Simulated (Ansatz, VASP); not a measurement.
# CrTeS (1T-CrSTe monolayer): VASP beside Ansatz, part 2 of 2

Wanted: the spread between two codes on one cell, functional and k mesh. Of the first pair: The structure shown is the start of the Ansatz relaxation below; VASP solves that cell, so the two are compared at the walk's first step.

VASP 6.6.1 and Ansatz 0.2.0.

So far: The structure; Ansatz: relaxation, LDA, DFT+U.

**3. VASP: single point, LDA, DFT+U, start cell, pair 1**

Level of this step: LDA, DFT+U (Cr d 4 eV), spin-polarised from a ferromagnetic start; plane waves and PAW (Te, Cr_pv, S) (VASP).

The same cell, functional (in two slightly different forms), mesh and smearing now go to VASP, with its own data sets.

Lines of VASP's logs that name or quote its potential files are left out, and so is its time.

The input, INCAR:

```
SYSTEM = CrTeS
PREC = Accurate
ENCUT = 400
EDIFF = 1E-06
NELM = 200
ISMEAR = -1
SIGMA = 0.05
LREAL = .FALSE.
ALGO = Normal
GGA = PW92
NBANDS = 21
ISPIN = 2
MAGMOM = -0.13 2.94 -0.25
LDAU = .TRUE.
LDAUTYPE = 2
LDAUL = -1 2 -1
LDAUU = 0 4 0
LDAUJ = 0 0 0
LDAUPRINT = 1
LASPH = .TRUE.
LMAXMIX = 4
LORBIT = 11
LWAVE = .FALSE.
LCHARG = .FALSE.
ISIF = 2
LDIPOL = .TRUE.
IDIPOL = 3
DIPOL = 0.5 0.5 0.502
LVHAR = .TRUE.
GGA_COMPAT = .FALSE.
NELMDL = -8
KPAR = 2
```

The input, POSCAR:

```
CrTeS
1.0
    3.3650000000      0.0000000000      0.0000000000
   -1.6825000000      2.9141750000      0.0000000000
    0.0000000000      0.0000000000     37.1736110000
Te Cr S
1 1 1
Direct
    0.6666667239      0.3333334477      0.4586586974
    0.0000000572      0.0000001144      0.5071801069
    0.3333333906      0.6666667810      0.5413413026
```

The input, KPOINTS:

```
Automatic mesh
0
Gamma
12 12 1
0 0 0
```

Potentials, in the order of the species: Te, Cr_pv and S (LDA family, release 64).

Command:

```bash
mpirun -np 2 vasp_std
```

Numbers of over 12 decimals in the logs are rounded to 6 here.

Output:

```text
[banner, memory and clock lines left out]
running    2 mpi-ranks, on    1 nodes
 distrk:  each k-point on    1 cores,    2 groups
 distr:  one band on    1 cores,    1 groups

 POSCAR found type information on POSCAR TeCrS
 POSCAR found :  3 types and       3 ions
|                                                                             |
|               ----> ADVICE to this user running VASP <----                  |
|                                                                             |
|     You enforced a specific xc type in the INCAR file but a different       |
|     [... a line on the potential file left out ...]
|     I HOPE YOU KNOW WHAT YOU ARE DOING!                                     |
|                                                                             |

 LDA part: xc-table for (Slater(with rela. corr.)+PW92), standard interpolation
 POSCAR, INCAR and KPOINTS ok, starting setup
 FFT: planning ... GRIDC
 FFT: planning ... GRID_SOFT
 FFT: planning ... GRID
 WAVECAR not read
 entering main loop
       N       E                     dE             d eps       ncg     rms          rms(c)
DAV:   1     0.129386641150E+03    0.12939E+03   -0.92205E+03  2020   0.645E+02
DAV:   2    -0.572485121351E+01   -0.13511E+03   -0.13069E+03  2133   0.189E+02
DAV:   3    -0.173359965559E+02   -0.11611E+02   -0.11468E+02  2040   0.510E+01
DAV:   4    -0.176834168316E+02   -0.34742E+00   -0.34690E+00  2250   0.954E+00
DAV:   5    -0.176935616386E+02   -0.10145E-01   -0.10131E-01  2593   0.139E+00
DAV:   6    -0.176937011291E+02   -0.13949E-03   -0.13909E-03  2255   0.156E-01
DAV:   7    -0.176937067995E+02   -0.56704E-05   -0.56670E-05  2471   0.271E-02
DAV:   8    -0.176937069058E+02   -0.10629E-06   -0.10630E-06  1865   0.401E-03    0.159E+01
DAV:   9    -0.199994384075E+02   -0.23057E+01   -0.60012E+01  1902   0.496E+01    0.197E+01
DAV:  10    -0.166972543997E+02    0.33022E+01   -0.29625E+01  2108   0.452E+01    0.664E+00
DAV:  11    -0.168200854055E+02   -0.12283E+00   -0.13774E+00  1947   0.670E+00    0.332E+00
DAV:  12    -0.168451252753E+02   -0.25040E-01   -0.35653E-01  2115   0.323E+00    0.164E+00
DAV:  13    -0.168454044210E+02   -0.27915E-03   -0.79196E-02  2057   0.242E+00    0.840E-01
DAV:  14    -0.168488278621E+02   -0.34234E-02   -0.21915E-02  1995   0.895E-01    0.486E-01
[...]
DAV:  30    -0.168546611599E+02   -0.11273E-04   -0.14512E-06  1400   0.659E-03    0.336E-03
DAV:  31    -0.168546645440E+02   -0.33841E-05   -0.14530E-07  1436   0.189E-03    0.197E-03
DAV:  32    -0.168546668892E+02   -0.23452E-05   -0.27807E-08  1249   0.960E-04    0.869E-04
DAV:  33    -0.168546725653E+02   -0.56761E-05   -0.98870E-08  1342   0.125E-03    0.101E-03
DAV:  34    -0.168546739683E+02   -0.14030E-05   -0.20658E-08  1384   0.102E-03    0.282E-04
DAV:  35    -0.168546749866E+02   -0.10183E-05   -0.10857E-08  1225   0.503E-04    0.262E-04
DAV:  36    -0.168546764444E+02   -0.14579E-05   -0.16594E-08  1293   0.338E-04    0.256E-04
DAV:  37    -0.168546771909E+02   -0.74643E-06   -0.18156E-08  1250   0.306E-04
   1 F= -.16854677E+02 E0= -.16850664E+02  d E =-.802631E-02  mag=     2.7699
```

Parts of OUTCAR (step 3):

```text
ion  position               nearest neighbor table
   1  0.667  0.333  0.459-   2 2.65   2 2.65   2 2.65
   2  0.000  0.000  0.507-   3 2.32   3 2.32   3 2.32   1 2.65   1 2.65   1 2.65
   3  0.333  0.667  0.541-   2 2.32   2 2.32   2 2.32

  LATTYP: Found a hexagonal cell.
 ALAT       =     3.3650000000
 C/A-ratio  =    11.0471355126

 Subroutine GETGRP returns: Found  6 space group operations
 (whereof  6 operations were pure point group operations)

The static configuration has the point symmetry C_3v.

 Found     19 irreducible k-points:

   k-points           NKPTS =     19   k-points in BZ     NKDIM =     19   number of bands    NBANDS=     21

   dimension x,y,z NGX =    24 NGY =   24 NGZ =  250
   dimension x,y,z NGXF=    48 NGYF=   48 NGZF=  500

   ENCUT  =  400.0 eV  29.40 Ry    5.42 a.u.   5.49  5.49 60.62*2*pi/ulx,y,z

   NELECT =      24.0000    total number of electrons

 k-points in reciprocal lattice and weights: Automatic mesh
   0.00000000  0.00000000  0.00000000       0.007
   0.08333333  0.00000000  0.00000000       0.042
   0.16666667  0.00000000  0.00000000       0.042
   0.25000000  0.00000000  0.00000000       0.042
   0.33333333  0.00000000  0.00000000       0.042
   0.41666667  0.00000000  0.00000000       0.042
   0.50000000  0.00000000  0.00000000       0.021
   0.08333333  0.08333333  0.00000000       0.042
   0.16666667  0.08333333  0.00000000       0.083
[...]
0.33333333  0.25000000  0.00000000       0.083
   0.33333333  0.33333333  0.00000000       0.014

atom =   2  type =  2  l = 2

 onsite density matrix

spin component  1

  0.7533  0.0000 -0.0000  0.1814  0.0000
  0.0000  0.6194 -0.0000  0.0000  0.1814
 -0.0000 -0.0000  0.8848  0.0000 -0.0000
  0.1814  0.0000  0.0000  0.6194  0.0000
  0.0000  0.1814 -0.0000  0.0000  0.7533

spin component  2

  0.1055 -0.0000  0.0000 -0.0831 -0.0000
 -0.0000  0.1691  0.0000  0.0000 -0.0831
  0.0000  0.0000  0.0542  0.0000 -0.0000
 -0.0831  0.0000  0.0000  0.1691  0.0000
 -0.0000 -0.0831 -0.0000  0.0000  0.1055

 occupancies and eigenvectors

  o =  0.0484  v =  0.0000  0.0000  0.0000  0.0000  0.0000  0.0000  0.5669  0.0000  0.0000  0.8238      0.0000  0.0000  0.0000  0.0000  0.0000  0.0000  0.0000  0.0000  0.0000  0.0000
  o =  0.0484  v =  0.0000  0.0000  0.0000  0.0000  0.0000  0.8238 -0.0000 -0.0000  0.5669 -0.0000      0.0000  0.0000  0.0000  0.0000  0.0000  0.0000  0.0000  0.0000  0.0000  0.0000
  o =  0.0542  v =  0.0000  0.0000  0.0000  0.0000  0.0000 -0.0000  0.0000 -1.0000 -0.0000  0.0000      0.0000  0.0000  0.0000  0.0000  0.0000  0.0000  0.0000  0.0000  0.0000  0.0000
  o =  0.2262  v =  0.0000  0.0000  0.0000  0.0000  0.0000  0.0000  0.8238  0.0000 -0.0000 -0.5669      0.0000  0.0000  0.0000  0.0000  0.0000  0.0000  0.0000  0.0000  0.0000  0.0000
  o =  0.2262  v =  0.0000  0.0000  0.0000  0.0000  0.0000 -0.5669  0.0000  0.0000  0.8238 -0.0000      0.0000  0.0000  0.0000  0.0000  0.0000  0.0000  0.0000  0.0000  0.0000  0.0000
  o =  0.4930  v =  0.0000 -0.8204  0.0000  0.0000  0.5717  0.0000  0.0000  0.0000  0.0000  0.0000      0.0000  0.0000  0.0000  0.0000  0.0000  0.0000  0.0000  0.0000  0.0000  0.0000
  o =  0.4930  v = -0.5717  0.0000 -0.0000  0.8204  0.0000  0.0000  0.0000  0.0000  0.0000  0.0000      0.0000  0.0000  0.0000  0.0000  0.0000  0.0000  0.0000  0.0000  0.0000  0.0000
  o =  0.8798  v =  0.0000 -0.5717 -0.0000  0.0000 -0.8204  0.0000  0.0000  0.0000  0.0000  0.0000      0.0000  0.0000  0.0000  0.0000  0.0000  0.0000  0.0000  0.0000  0.0000  0.0000
  o =  0.8798  v = -0.8204 -0.0000  0.0000 -0.5717 -0.0000  0.0000  0.0000  0.0000  0.0000  0.0000      0.0000  0.0000  0.0000  0.0000  0.0000  0.0000  0.0000  0.0000  0.0000  0.0000
  o =  0.8848  v =  0.0000 -0.0000  1.0000  0.0000 -0.0000  0.0000  0.0000  0.0000  0.0000  0.0000      0.0000  0.0000  0.0000  0.0000  0.0000  0.0000  0.0000  0.0000  0.0000  0.0000

 dipolmoment           0.000000      0.000000      0.064468 electrons x Angstroem

 average (electrostatic) potential at core
       1 -98.7075       2 -80.1167       3 -95.0119

 E-fermi :  -3.7647

 spin component 1
 k-point     1 :       0.0000    0.0000    0.0000
  band No.  band energies     occupation
    ...
      8      -6.9584      1.00000
      9      -6.3789      1.00000
     10      -5.7523      1.00000
     11      -5.7523      1.00000
     12      -4.2878      0.99997
     13      -2.0432      0.00000
     14      -2.0432      0.00000
     15       0.0107      0.00000
     16       0.0107      0.00000
     17       0.5973      0.00000
    ...

 k-point     2 :       0.0833    0.0000    0.0000
  band No.  band energies     occupation
    ...
      8      -6.9015      1.00000
      9      -6.3426      1.00000
     10      -5.8115      1.00000
     11      -5.7486      1.00000
     12      -4.2741      0.99996
     13      -2.4375      0.00000
     14      -2.1321      0.00000
     15      -0.6620      0.00000
     16      -0.1578      0.00000
     17       0.6081      0.00000
    ...

 k-point     3 :       0.1667    0.0000    0.0000
  band No.  band energies     occupation
    ...
      8      -6.7452      1.00000
      9      -6.3939      1.00000
     10      -5.9563      1.00000
     11      -5.8194      1.00000
     12      -4.3614      0.99999
     13      -3.2805      0.00006
     14      -2.4216      0.00000
     15      -1.6493      0.00000
     16      -0.4796      0.00000
     17       0.6097      0.00000
    ...

 k-point     4 :       0.2500    0.0000    0.0000
  band No.  band energies     occupation
    ...
      9      -6.5692      1.00000
     10      -6.0670      1.00000
     11      -6.0094      1.00000
     12      -4.6447      1.00000
     13      -4.0746      0.99797
     14      -2.8962      0.00000
     15      -1.9847      0.00000
     16      -0.7309      0.00000
     17       0.6098      0.00000
     18       1.6957      0.00000
    ...

 k-point     5 :       0.3333    0.0000    0.0000
  band No.  band energies     occupation
    ...
      9      -6.5766      1.00000
     10      -6.0978      1.00000
     11      -5.9115      1.00000
     12      -5.0190      1.00000
     13      -4.5066      1.00000
     14      -3.4425      0.00159
     15      -1.7856      0.00000
     16      -0.8828      0.00000
     17       0.6091      0.00000
     18       1.8526      0.00000
    ...

 k-point     6 :       0.4167    0.0000    0.0000
  band No.  band energies     occupation
    ...
     10      -6.0552      1.00000
     11      -5.6006      1.00000
     12      -5.2684      1.00000
     13      -4.7123      1.00000
     14      -3.9273      0.96268
     15      -1.5138      0.00000
     16      -0.9665      0.00000
     17       0.6074      0.00000
     18       1.2485      0.00000
     19       2.2526      0.00000
    ...

  Total        1.4466171      1.4466166      2.1365805     -0.0000000      0.0000000      0.0000000
  in kB        6.3581201      6.3581180      9.3906227     -0.0000000      0.0000000      0.0000000
  external PRESSURE =       7.3689536 kB  Pullay stress =       0.0000000 kB

  energy-cutoff  :      400.00
  volume of cell :      364.53
      direct lattice vectors                 reciprocal lattice vectors
     3.365000000  0.000000000  0.000000000     0.297176820  0.171575146  0.000000000
    -1.682500000  2.914175000  0.000000000     0.000000000  0.343150291  0.000000000
     0.000000000  0.000000000 37.173611000     0.000000000  0.000000000  0.026900803

 POSITION                                       TOTAL-FORCE (eV/Angst)
 -----------------------------------------------------------------------------------
      1.68250      0.97139     17.05000         0.000000      0.000000     -1.310480
     -0.00000      0.00000     18.85372        -0.000000      0.000000      1.385905
      0.00000      1.94278     20.12361         0.000000     -0.000000     -0.075424
 -----------------------------------------------------------------------------------
    total drift:                               -0.000000     -0.000500      0.000720

  FREE ENERGIE OF THE ION-ELECTRON SYSTEM (eV)
  ---------------------------------------------------
  free  energy   TOTEN  =       -16.8546771909 eV

  energy  without entropy=      -16.8466508819  energy(sigma->0) =      -16.85066404

 vacuum level on the upper side and lower side of the slab         2.684         1.494

 total charge
# of ion       s       p       d       tot
------------------------------------------
    1        1.408   1.986   0.054   3.448
    2        0.312   6.311   4.204  10.826
    3        1.354   2.356   0.000   3.711
--------------------------------------------------
tot          3.074  10.653   4.258  17.985

 magnetization (x)
# of ion       s       p       d       tot
------------------------------------------
    1       -0.003  -0.123   0.003  -0.123
    2        0.034   0.020   3.018   3.072
    3       -0.006  -0.189   0.000  -0.195
--------------------------------------------------
tot          0.025  -0.291   3.021   2.755

[... 6 further parts left out ...]
```

The cell holds one magnetic atom, so no antiferromagnetic order fits into it.

**4. Side by side**

Known differences besides the potentials themselves: VASP starts from the moments at which Ansatz ended; U acts on the PAW sphere in VASP and on atomic orbitals in Ansatz, so only states and trends compare; Ansatz cuts the interaction across the vacuum, VASP repeats the sheet with a dipole correction; the data sets hold 36 valence electrons in Ansatz (on its default PAW (the set named soft_2) files) and 24 in VASP; the cutoff is 420 eV in Ansatz and 400 eV in VASP; VASP's log shows a relativistic correction to its local exchange, Ansatz's none. Total energies have different zeros and are not compared.

Forces (eV/Å; atoms numbered as in POSCAR):

```csv
atom,"Ansatz x, y, z","VASP x, y, z"
Te1,"0.000, 0.000, -1.282","0.000, 0.000, -1.310"
Cr2,"0.000, 0.000, 1.367","0.000, 0.000, 1.386"
S3,"0.000, 0.000, -0.085","0.000, 0.000, -0.075"
```

The forces differ by 12 meV/Å r.m.s., which is 1.9 % of the r.m.s. force of 0.636 eV/Å (both taken over all components). Moments aren't recorded for both runs of this pair, so they may hold unlike magnetic states. With vacuum in the cell, a pressure given here is an average over mostly empty space and none of the material.

**5. Ansatz: relaxation, LDA, DFT+U**

This run makes the geometry at which the two programs are then compared.

The structure compared here is the end of the Ansatz relaxation.

The input, input.yaml:

```yaml
crystal:
  lattice:
    - [3.365, 0.0, 0.0]
    - [-1.6825, 2.9141754837, 0.0]
    - [0.0, 0.0, 37.1736110956]
  atoms:
    - { symbol: Te, position: [0.6666666667, 0.3333333333, 0.4586586962] }
    - { symbol: Cr, position: [0.0, 0.0, 0.507180115], spin: 3.0 }
    - { symbol: S, position: [0.3333333333, 0.6666666667, 0.5413413038] }
  periodic: [true, true, false]
magnetization:
  spin_polarized: true
kpoints:
  mp_grid: { grid: [12, 12, 1] }
hamiltonian:
  xc: lda
  hubbard: { sites: [{ species: Cr, l: d, u_eff: 4.0 }] }
scf:
  occupations: { method: fermi_dirac, width: 0.05 }
  convergence: { dr2_threshold: 1.0e-09 }
relax:
  f_tol: 0.004
  max_steps: 90
  cell: {}
output:
  write_potential: true
  write_density: true
  volumetric_format: npy
```

Command:

```bash
ansatz run input.yaml --threads 4 --pin off --max-ram 6144MiB --backend cpu --events-out ev --progress --plain --runs-dir out
```

Output:

```text
[...]
Crystal: 3 atoms, lattice volume = 364.532 Å³
Basis set: ecut = 420 eV, 7193 PW (Γ)
Bands: 24, of which v1, the nominal top of the filled ones, is band 18 counted from 1 (17 counted from 0)
Symmetry: 6 space group operations
[...]
k-points: 19 of 144 (time reversal used)
[...]
--- Relaxed structure (5 steps of the walk, 5 accepted, 1 SCFs on fresh bases) ---
[...]
cell:  # Å, volume = 369.8392 Å³
    - [3.389407, 0, 0]
    - [-1.694704, 2.935313, 0]
    - [0, 0, 37.1736110956]
  atoms:
    - { symbol: Te, position: [0.666667, 0.333333, 0.455204] }
    - { symbol: Cr, position: [1.814861484022468e-18, 0, 0.509400] }
    - { symbol: S, position: [0.333333, 0.666667, 0.542576] }
[key lines of the parts left out:]
SCF converged after 10 iterations
Magnetization: 2.8888 μB (19.4444 up, 16.5556 down)
Free energy (F): -11017.851012 eV
Fermi energy:    -5.555183 eV
P = ½ c Tr σ = -0.0055 N/m
```

**6. VASP: single point, LDA, DFT+U, relaxed cell, pair 2**

The same cell, functional (in two slightly different forms), mesh and smearing now go to VASP, with its own data sets.

INCAR is that of step 3.

The input, POSCAR:

```
CrTeS
1.0
    3.3894073196      0.0000000000      0.0000000000
   -1.6947036598      2.9353128426      0.0000000000
    0.0000000000      0.0000000000     37.1736110956
Te Cr S
1 1 1
Direct
    0.6666666667      0.3333333333      0.4552042297
    0.0000000000      1.0000000000      0.5093997156
    0.3333333334      0.6666666666      0.5425761697
```

KPOINTS is that of step 3.

Command:

```bash
mpirun -np 2 vasp_std
```

Output:

```text
[banner, memory and clock lines left out]
running    2 mpi-ranks, on    1 nodes
[...]
[... a notice as in an earlier step ...]

 LDA part: xc-table for (Slater(with rela. corr.)+PW92), standard interpolation
 POSCAR, INCAR and KPOINTS ok, starting setup
[...]
entering main loop
       N       E                     dE             d eps       ncg     rms          rms(c)
DAV:   1     0.126156606573E+03    0.12616E+03   -0.91273E+03  2044   0.640E+02
DAV:   2    -0.565174733034E+01   -0.13181E+03   -0.12718E+03  2172   0.185E+02
DAV:   3    -0.174271048487E+02   -0.11775E+02   -0.11644E+02  2010   0.506E+01
DAV:   4    -0.177918520661E+02   -0.36475E+00   -0.36438E+00  2305   0.974E+00
[...]
DAV:  32    -0.169928985403E+02   -0.37409E-05   -0.65390E-08  1267   0.140E-03    0.847E-04
DAV:  33    -0.169929026916E+02   -0.41513E-05   -0.66049E-08  1367   0.784E-04    0.402E-04
DAV:  34    -0.169929036587E+02   -0.96709E-06   -0.73284E-09  1410   0.341E-04
   1 F= -.16992904E+02 E0= -.16989726E+02  d E =-.635600E-02  mag=     2.8764
```

OUTCAR, selected parts (step 6):

```text
  Total       -0.1653798     -0.1653798     -0.1954996      0.0000000      0.0000000     -0.0000000
  in kB       -0.7164405     -0.7164405     -0.8469223      0.0000000      0.0000000     -0.0000000
  external PRESSURE =      -0.7599344 kB  Pullay stress =       0.0000000 kB

 POSITION                                       TOTAL-FORCE (eV/Angst)
 -----------------------------------------------------------------------------------
      1.69470      0.97844     16.92159        -0.000000      0.000000      0.027902
      0.00000      0.00000     18.93623        -0.000000      0.000000     -0.018599
      0.00000      1.95688     20.16952         0.000000      0.000000     -0.009303
 -----------------------------------------------------------------------------------
    total drift:                               -0.000000      0.000000      0.001803

  FREE ENERGIE OF THE ION-ELECTRON SYSTEM (eV)
  ---------------------------------------------------
  free  energy   TOTEN  =       -16.9929036587 eV

  energy  without entropy=      -16.9865476539  energy(sigma->0) =      -16.98972566

 magnetization (x)
# of ion       s       p       d       tot
------------------------------------------
    1       -0.001  -0.109   0.001  -0.109
    2        0.034   0.019   3.109   3.163
    3       -0.007  -0.198   0.000  -0.204
--------------------------------------------------
tot          0.027  -0.288   3.110   2.850

[... 1 part as in an earlier step ...]

[... 2 further parts left out ...]
[key lines of the parts left out:]
E-fermi :  -3.5558
```

**7. Side by side**

What differs besides the data sets and the points named for the pairs above, as far as they apply: the data sets hold 36 valence electrons in Ansatz (on its default PAW (the set named soft_2) files) and 24 in VASP; site moments are counted in spheres of each program's own size. Total energies have different zeros and are not compared.

The two programs side by side:

```csv
quantity,Ansatz,VASP,difference
total moment (μB),2.89,2.88,+0.01
moment on Cr2 (μB),2.94,3.16,-0.22
moment on S3 (μB),-0.25,-0.20,-0.04
moment on Te1 (μB),-0.13,-0.11,-0.02
```

At this near-relaxed geometry the largest component of a force difference is 29 meV/Å. With vacuum in the cell, a pressure given here is an average over mostly empty space and none of the material.

**8. Other set-ups**

Further runs change the set-up of one program: Ansatz's method, potentials or start, or VASP's data sets, cutoff or form of LDA. The table gives Ansatz less VASP for each quantity, since a change that brings one quantity closer may part another.

```csv
run,r.m.s. force difference (meV/Å),total moment (μB)
as above,12,0.012
"VASP with the data sets Te_sv_GW, Cr and S and a cutoff of 520 eV",33,0.0055
```

**9. Results**

- r.m.s. force difference (single point, LDA, DFT+U, start cell, pair 1): 1.9 % of the r.m.s. force
- difference in total moment (single point, LDA, DFT+U, relaxed cell, pair 2): 0.012 μB
- r.m.s. force difference (single point, LDA, DFT+U, relaxed cell, pair 2): 12 meV/Å

In words: The r.m.s. force difference is 12 meV/Å (single point, LDA, DFT+U, relaxed cell, pair 2). The data sets hold unlike numbers of valence electrons (36 in Ansatz and 24 in VASP), so part of the differences comes from the potentials. By the marks of this series, far apart in the single point, LDA, DFT+U, relaxed cell, pair 2 pair: the r.m.s. force difference, 12 meV/Å. Single point, LDA, DFT+U, relaxed cell, pair 2, VASP with the data sets Te_sv_GW, Cr and S and a cutoff of 520 eV: r.m.s. force difference goes from 12 to 33 meV/Å; the difference in total moment goes from 0.012 to 0.0055 μB. How closely two codes agree says nothing of how well the functional describes the real material.

[Lines on the potential files, build, host, timing and source positions are cut from VASP's logs without a mark.]

[Logs are printed without paths, hosts, clocks, repeated set-up lines and the standing remarks that a program may print on its own settings, such as how far it seeks lower states.]

[Hosts, paths, dates, database ids (printed as entryN), source tags and the programs' standing remarks are cut or masked in the printed files.]
